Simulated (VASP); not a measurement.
A run of VASP 6.6.1:

INCAR

```
ALGO = All
EDIFF = 1E-5
ENCUT = 450
GGA = PS
ISIF = 2
ISMEAR = 0
ISPIN = 2
ISYM = 0
LASPH = True
LCHARG = False
LDAU = True
LDAUJ = 0 0 0
LDAUL = 2 -1 -1
LDAUPRINT = 1
LDAUTYPE = 2
LDAUU = 3 0 0
LMAXMIX = 4
LORBIT = 11
LREAL = Auto
LWAVE = False
MAGMOM = 4 0 0 0 0 0 0 0 0 0 0 0 0 0 0 0 0 0 0 0 0 0 0 0 0 0 0 0 0 0 0 0
NELECT = 138.0
NELM = 120
PREC = Accurate
SIGMA = 0.03
```

File KPOINTS:

```
k-points
0
Gamma
  3 3 2
```

Contents of POSCAR:

```
Al15CrN16
1.0
    6.2200008610      0.0000000000      0.0000000000
   -3.1100004305      5.3866787572      0.0000000000
    0.0000000000      0.0000000000      9.9600000000
Cr Al N
1 15 16
Direct
    0.3333333333      0.1666666667      0.0000000000
    0.3333333333      0.1666666667      0.5000000000
    0.3333333333      0.6666666667      0.0000000000
    0.3333333333      0.6666666667      0.5000000000
    0.8333333333      0.1666666667      0.0000000000
    0.8333333333      0.1666666667      0.5000000000
    0.8333333333      0.6666666667      0.0000000000
    0.8333333333      0.6666666667      0.5000000000
    0.1666666667      0.3333333333      0.2500000000
    0.1666666667      0.3333333333      0.7500000000
    0.1666666667      0.8333333333      0.2500000000
    0.1666666667      0.8333333333      0.7500000000
    0.6666666667      0.3333333333      0.2500000000
    0.6666666667      0.3333333333      0.7500000000
    0.6666666667      0.8333333333      0.2500000000
    0.6666666667      0.8333333333      0.7500000000
    0.3333333333      0.1666666667      0.1910000000
    0.3333333333      0.1666666667      0.6910000000
    0.3333333333      0.6666666667      0.1910000000
    0.3333333333      0.6666666667      0.6910000000
    0.8333333333      0.1666666667      0.1910000000
    0.8333333333      0.1666666667      0.6910000000
    0.8333333333      0.6666666667      0.1910000000
    0.8333333333      0.6666666667      0.6910000000
    0.1666666667      0.3333333333      0.4410000000
    0.1666666667      0.3333333333      0.9410000000
    0.1666666667      0.8333333333      0.4410000000
    0.1666666667      0.8333333333      0.9410000000
    0.6666666667      0.3333333333      0.4410000000
    0.6666666667      0.3333333333      0.9410000000
    0.6666666667      0.8333333333      0.4410000000
    0.6666666667      0.8333333333      0.9410000000
```

Potentials or basis: VASP PAW PBE potentials, release 64 (Cr_pv, Al, N).

Run with:

```bash
$ cat potpaw_PBE.64/Cr_pv/POTCAR potpaw_PBE.64/Al/POTCAR potpaw_PBE.64/N/POTCAR > POTCAR
$ mpirun -np 1 vasp_std > vasp.out
```

Hardware: 1 thread of Intel(R) Xeon(R) Platinum 8259CL CPU @ 2.50GHz (Skylake/Cascade Lake), with other jobs on the host.

Q: Estimate the wall time of this run.

A: Run time: 19 min on 1 thread of Intel(R) Xeon(R) Platinum 8259CL CPU @ 2.50GHz (Skylake/Cascade Lake), with other jobs on the host, peak memory 1.1 GiB. Counts: scf iterations 23, k points 10.
